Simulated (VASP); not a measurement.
```yaml
crystal:
  lattice:
    - [0.00000, 2.85937, 2.85937]
    - [2.85937, 0.00000, 2.85937]
    - [2.85937, 2.85937, 0.00000]
  atoms:
    - { symbol: Ga, position: [0.00000, 0.00000, 0.00000] }
    - { symbol: As, position: [0.25000, 0.25000, 0.25000] }
```

The numbers are results of PBEsol GGA, VASP's PBE PAW potentials (set 64) (plane waves; VASP), not measurements. Numerical set-up: 520 eV cut-off, 8×8×8 Γ-centred mesh, Gaussian smearing of 0.050 eV, potentials Ga_d As.

### Question
Give the stress tensor in GPa (positive for a compressed cell).

### Answer

```
-1.93   0.00   0.00
 0.00  -1.93   0.00
 0.00   0.00  -1.93
```
The pressure is its mean diagonal, -1.93 GPa.

The compound is GaAs in the zinc blende structure. This cell is one point of a volume scan, at 1.03 of the reference volume.
